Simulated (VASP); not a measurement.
# Ca2GeCl6 (P1) in VASP: single point with r2SCAN

Aim: the single point of Ca2GeCl6 with r2SCAN.

All numbers are computed with VASP 6.6.1; they aren't measurements. Logs are shortened: lines on timing, memory, paths and dates and some standing lists are left out, and cuts for length are marked.

## (1) Starting point

The typed cell holds 9 atoms: a = 6.761 Å, b = 6.775 Å, c = 6.772 Å, α = 60.46°, β = 60.40°, γ = 60.55°.

The cell was built by a generator and needn't be a form met in nature.

## (2) Single point, r2SCAN

The input, POSCAR:

```
Ca2GeCl6
1.0
   -0.0299324600      4.7856076900      4.7751034000
    4.7958473900     -0.0395639300      4.7847348600
    4.7891010100      4.7884948000     -0.0328185600
Ge Ca Cl
1 2 6
Direct
    0.0020770000      0.9910140000      0.0062650000
    0.2589990000      0.2297960000      0.2566530000
    0.7227760000      0.7576610000      0.7600690000
    0.7680560000      0.2205650000      0.2585900000
    0.2238430000      0.7521170000      0.2654060000
    0.2974270000      0.7566030000      0.6946660000
    0.7279410000      0.2677300000      0.7603580000
    0.2683280000      0.2350060000      0.7408460000
    0.7781210000      0.7243760000      0.2068940000
```

The input, INCAR.step1:

```
ALGO = Normal
EDIFF = 1E-4
ENCUT = 520
GGA = PE
ISMEAR = -5
LASPH = True
LCHARG = False
LREAL = False
LWAVE = True
NELM = 100
PREC = Accurate
SIGMA = 0.1
```

The input, INCAR.step2:

```
ALGO = Normal
EDIFF = 1E-6
ENCUT = 520
ISIF = 2
ISMEAR = -1
ISTART = 1
LASPH = True
LCHARG = False
LMIXTAU = True
LORBIT = 11
LREAL = False
LWAVE = False
METAGGA = R2SCAN
NELM = 100
PREC = Accurate
SIGMA = 0.1
```

The input, KPOINTS:

```
Automatic mesh
0
Gamma
  3 3 3
  0 0 0.5
```

Potentials or basis: VASP PAW PBE potentials, release 64 (Ge_d, Ca_sv, Cl).

Command:

```sh
cat potpaw_PBE.64/Ge_d/POTCAR potpaw_PBE.64/Ca_sv/POTCAR potpaw_PBE.64/Cl/POTCAR > POTCAR
cp INCAR.step1 INCAR
mpirun -np 1 vasp_std > vasp.out
cp INCAR.step2 INCAR
mpirun -np 1 vasp_std > vasp.out
```

OUTCAR:

```text
EDIFF = 1E-6
   ENCUT = 520
   ISIF = 2
   ISMEAR = -1
   ISTART = 1
   LASPH = True
   LORBIT = 11
   LREAL = False
   METAGGA = R2SCAN
   NELM = 100
   PREC = Accurate

 ion  position               nearest neighbor table
   1  0.002  0.991  0.006-   5 2.32   4 2.32   9 2.37   8 2.45   7 2.51   6 2.64
   2  0.259  0.230  0.257-
   3  0.723  0.758  0.760-
   4  0.768  0.221  0.259-   1 2.32
   5  0.224  0.752  0.265-   1 2.32
   6  0.297  0.757  0.695-   1 2.64
   7  0.728  0.268  0.760-   1 2.51
   8  0.268  0.235  0.741-   1 2.45
   9  0.778  0.724  0.207-   1 2.37

  LATTYP: Found a triclinic cell.
 ALAT       =    11.8025608914
 B/A-ratio  =     0.5782016380
 C/A-ratio  =     0.5738129664
 COS(alpha) =     0.0001194765
 COS(beta)  =     0.2909455199
 COS(gamma) =     0.8661862183

  Lattice vectors:

 A1 = (  -9.6448133200,   4.8222845100,   4.7982905000)
 A2 = (  -4.8257798500,   4.8251716200,  -0.0096314600)
 A3 = (  -4.7891010100,  -4.7884948000,   0.0328185600)

Analysis of symmetry for initial positions (statically):
=====================================================================
 Subroutine PRICEL returns:
 Original cell was already a primitive cell.

 Routine SETGRP: Setting up the symmetry group for a
 triclinic supercell.

 Subroutine GETGRP returns: Found  1 space group operations
 (whereof  1 operations were pure point group operations)
 out of a pool of  2 trial point group operations.

The static configuration has the point symmetry C_1 .

Analysis of symmetry for dynamics (positions and initial velocities):
=====================================================================
 Subroutine PRICEL returns:
 Original cell was already a primitive cell.

 Routine SETGRP: Setting up the symmetry group for a
 triclinic supercell.

 Subroutine GETGRP returns: Found  1 space group operations
 (whereof  1 operations were pure point group operations)
 out of a pool of  2 trial point group operations.

The dynamic configuration has the point symmetry C_1 .

 Subroutine INISYM returns: Found  1 space group operations
 (whereof  1 operations are pure point group operations),
 and found     1 'primitive' translations

----------------------------------------------------------------------------------------

                                     Primitive cell

  volume of cell :     221.6637

  direct lattice vectors                    reciprocal lattice vectors
    -0.029932460  4.785607690  4.775103400    -0.103356498  0.104085494  0.104457203
     4.795847390 -0.039563930  4.784734860     0.103862828 -0.103162919  0.104040916
     4.789101010  4.788494800 -0.032818560     0.104152326  0.103958791 -0.103534607

  length of vectors
     6.760513989  6.774614762  6.772462476     0.180076825  0.179595621  0.179929298

  position of ions in fractional coordinates (direct lattice)
     0.002077000  0.991014000  0.006265000
     0.258999000  0.229796000  0.256653000
     0.722776000  0.757661000  0.760069000
     0.768056000  0.220565000  0.258590000
     0.223843000  0.752117000  0.265406000
     0.297427000  0.756603000  0.694666000
     0.727941000  0.267730000  0.760358000
     0.268328000  0.235006000  0.740846000
     0.778121000  0.724376000  0.206894000

  ion indices of the primitive-cell ions
   primitive index   ion index
                 1           1
                 2           2
                 3           3
                 4           4
                 5           5
                 6           6
                 7           7
                 8           8
                 9           9

----------------------------------------------------------------------------------------

 KPOINTS: Automatic mesh

Automatic generation of k-mesh.
 Grid dimensions read from file:
 generate k-points for:    3    3    3

 Generating k-lattice:

  Cartesian coordinates                     Fractional coordinates (reciprocal lattice)
    -0.034452166  0.034695165  0.034819068     0.333333333  0.000000000 -0.000000000
     0.034620943 -0.034387640  0.034680305     0.000000000  0.333333333  0.000000000
     0.034717442  0.034652930 -0.034511536    -0.000000000  0.000000000  0.333333333

  Length of vectors
     0.060025608  0.059865207  0.059976433

  Shift w.r.t. Gamma in fractional coordinates (k-lattice)
     0.000000000  0.000000000  0.500000000

 Subroutine IBZKPT returns following result:
 ===========================================

 Found     14 irreducible k-points:

 Following reciprocal coordinates:
            Coordinates               Weight
  0.000000  0.000000  0.166667      2.000000
  0.333333  0.000000  0.166667      2.000000
 -0.333333 -0.000000  0.166667      2.000000
  0.000000  0.333333  0.166667      2.000000
  0.333333  0.333333  0.166667      2.000000
 -0.333333  0.333333  0.166667      2.000000
  0.000000 -0.333333  0.166667      2.000000
  0.333333 -0.333333  0.166667      2.000000
 -0.333333 -0.333333  0.166667      2.000000
 -0.000000  0.000000  0.500000      1.000000
  0.333333  0.000000  0.500000      2.000000
 -0.000000  0.333333  0.500000      2.000000
  0.333333  0.333333  0.500000      2.000000
 -0.333333  0.333333  0.500000      2.000000
   k-points           NKPTS =     14   k-points in BZ     NKDIM =     14   number of bands    NBANDS=     45
   number of dos      NEDOS =    301   number of ions     NIONS =      9
   total plane-waves  NPLWV = 125000
   dimension x,y,z NGX =    50 NGY =   50 NGZ =   50
   dimension x,y,z NGXF=   100 NGYF=  100 NGZF=  100
   ions per type =               1   2   6
   NGX,Y,Z   is equivalent  to a cutoff of  12.30, 12.27, 12.27 a.u.
   NGXF,Y,Z  is equivalent  to a cutoff of  24.59, 24.54, 24.55 a.u.
 SYSTEM =  unknown system
   PREC   = accura    normal or accurate (medium, high low for compatibility)
   ISTART =      1    job   : 0-new  1-cont  2-samecut
   ICHARG =      0    charge: 1-file 2-atom 10-const
   ISPIN  =      1    spin polarized calculation?
   LNONCOLLINEAR =      F non collinear calculations
   LSORBIT =      F    spin-orbit coupling
   LASPH  =      T    aspherical Exc in radial PAW
   ENCUT  =  520.0 eV  38.22 Ry    6.18 a.u.  12.57 12.60 12.59*2*pi/ulx,y,z
   NELM   =    100;   NELMIN=  2; NELMDL=  0     # of ELM steps
   EDIFF  = 0.1E-05   stopping-criterion for ELM
   LREAL  =      F    real-space projection
   EDIFFG = 0.1E-04   stopping-criterion for IOM
   NSW    =      0    number of steps for IOM
   IBRION =     -1    ionic relax: 0-MD 1-quasi-New 2-CG
   NFREE  =      0    steps in history (QN), initial steepest desc. (CG)
   ISIF   =      2    stress and relaxation
   ISYM   =      2    0-nonsym 1-usesym 2-fastsym
   POTIM  = 0.5000    time-step for ionic-motion
   TEBEG  =    0.0;   TEEND  =   0.0 temperature during run
   PSTRESS=    0.0 pullay stress
   NELECT =      76.0000    total number of electrons
   NUPDOWN=      -1.0000    fix difference up-down
   EMIN   =  10.00;   EMAX   =-10.00  energy-range for DOS
   EFERMI =   0.00;   METHOD = LEGACY
   ISMEAR =    -1;   SIGMA  =   0.10  broadening in eV -4-tet -1-fermi 0-gaus
   EFERMI_NEDOS =   21; number of points for ismear=-14 and -15
   IALGO  =     38    algorithm
   IMIX   =      4    mixing-type and parameters
     AMIX     =   0.40;   BMIX     =  1.00
     AMIX_MAG =   1.60;   BMIX_MAG =  1.00
  volume/ion in A,a.u.               =      24.63       166.21
  Fermi-wavevector in a.u.,A,eV,Ry     =   1.145815  2.165277 17.862982  1.312892
  Thomas-Fermi vector in A             =   2.282502
   LORBIT       =     11    0 simple, 1 ext, 2 COOP (PROOUT), +10 PAW based schemes
   METAGGA = R2SCAN    functional components
   LHFCALC =     F    Hartree Fock is set to
   AEXX    =    0.0000 exact exchange contribution
   IVDW    =     0    specifies the selected vdW correction
   LEPSILON=     F    determine dielectric tensor
   LRPA    =     F    only Hartree local field effects (RPA)
 non-spin polarized calculation
  energy-cutoff  :      520.00
  volume of cell :      221.66
 maximum number of plane-waves:      5980
 NGX is ok and might be reduce to    50
   NGX = 25   NGY = 25   NGZ = 25

 number of electron      75.9999998 magnetization

 Free energy of the ion-electron system (eV)
  ---------------------------------------------------
  ext. energy  EPLUGINS =         0.00000000
  ---------------------------------------------------
  free energy    TOTEN  =       -78.73875974 eV

  energy without entropy =      -78.73783329  energy(sigma->0) =      -78.73829652

 E-fermi :   4.8756     XC(G=0):  -9.3090

 val. band max:        4.1446695388   @ k =  -0.3333   0.3333   0.1667
 cond. band min:       5.4789771816   @ k =   0.0000   0.0000   0.1667
 fundamental gap:      1.3343076428
 Fermi energy:         4.8756344211

 k-point     1 :       0.0000    0.0000    0.1667
  band No.  band energies     occupation
      1     -41.4255      2.00000
      2     -41.3014      2.00000
      3     -21.4712      2.00000
      4     -21.4656      2.00000
      5     -21.4294      2.00000
      6     -21.3615      2.00000
[... 37 lines left out ...]
     44       6.1760      0.00000
     45       6.2142      0.00000
[... 583 lines left out ...]
      5     -21.4297      2.00000
      6     -21.3616      2.00000
[... 37 lines left out ...]
     44       6.5303      0.00000
     45       6.5937      0.00000

------------------------ aborting loop because EDIFF is reached ----------------------------------------

  FORCE on cell =-STRESS in cart. coord.  units (eV):
  Direction    XX          YY          ZZ          XY          YZ          ZX
  --------------------------------------------------------------------------------------
  -------------------------------------------------------------------------------------
  Total        2.0732984      3.2864968      3.2349697     -0.3889133      0.3071445      0.3374184
  in kB       14.9857299     23.7546864     23.3822499     -2.8110521      2.2200301      2.4388485
  external PRESSURE =      20.7075554 kB  Pullay stress =       0.0000000 kB

 VOLUME and BASIS-vectors are now :
 -----------------------------------------------------------------------------
  energy-cutoff  :      520.00
  volume of cell :      221.66
      direct lattice vectors                 reciprocal lattice vectors
    -0.029932460  4.785607690  4.775103400    -0.103356498  0.104085494  0.104457203
     4.795847390 -0.039563930  4.784734860     0.103862828 -0.103162919  0.104040916
     4.789101010  4.788494800 -0.032818560     0.104152326  0.103958791 -0.103534607

 POSITION                                       TOTAL-FORCE (eV/Angst)
 -----------------------------------------------------------------------------------
      4.78269      0.00073      4.75145        -1.200961     -0.986282      0.515692
      2.32345      2.45936      2.32784         0.000589      0.162709     -0.196276
      7.25204      7.06853      7.05159         0.137272     -0.241515     -0.113129
      2.27322      4.90515      4.71441         1.714022     -0.001783     -0.269341
      4.87139      2.31236      4.65884        -0.337636      1.978957     -0.075456
      6.94648      4.71984      5.01759        -0.055249     -0.100326      0.487754
      4.90363      7.11402      4.73206         0.188022     -0.721952      0.058277
      4.66701      4.82235      2.38142         0.118873      0.175905      1.188189
      4.44154      4.68583      7.17477        -0.564932     -0.265713     -1.595710
 -----------------------------------------------------------------------------------
    total drift:                                0.001617      0.002726     -0.003362

  FREE ENERGIE OF THE ION-ELECTRON SYSTEM (eV)
  ---------------------------------------------------
  free  energy   TOTEN  =       -78.7387597373 eV

  energy  without entropy=      -78.7378332941  energy(sigma->0) =      -78.73829652

 total charge

# of ion       s       p       d       tot
------------------------------------------
    1        1.452   0.744  10.120  12.316
    2        1.998   5.824   0.092   7.915
    3        1.999   5.825   0.097   7.922
    4        1.611   3.572   0.000   5.183
    5        1.611   3.574   0.000   5.186
    6        1.609   3.554   0.000   5.163
    7        1.609   3.558   0.000   5.167
    8        1.609   3.563   0.000   5.172
    9        1.610   3.569   0.000   5.179
--------------------------------------------------
tot         15.109  33.784  10.310  59.203
```

Run time: 4.7 min. Hardware: 1 thread of Intel Xeon 6975P-C (Granite Rapids), shared host; peak memory 0.42 GiB.

What came out:

```
Free energy                                           : -78.7388 eV
Pressure                                              : 2.1 GPa
Largest force                                         : 2.009 eV/Å
Band gap on the k mesh                                : 1.33 eV, indirect (least direct gap 1.97 eV)
Valence electrons inside the program's atomic spheres : Ge 12.32; Ca 7.92; Cl 5.18, 5.19, 5.16, 5.17
```

Forces on the atoms (eV/Å):
```
Ge  -1.201 -0.986  0.516
Ca   0.001  0.163 -0.196
Ca   0.137 -0.242 -0.113
Cl   1.714 -0.002 -0.269
Cl  -0.338  1.979 -0.075
Cl  -0.055 -0.100  0.488
Cl   0.188 -0.722  0.058
Cl   0.119  0.176  1.188
Cl  -0.565 -0.266 -1.596
```

Stress tensor (GPa, compression positive):
```
 1.50 -0.28  0.24
-0.28  2.38  0.22
 0.24  0.22  2.34
```

Caveat: the PAW data sets were made with another functional, which shifts forces and pressure a little. A k mesh can miss the band edges.
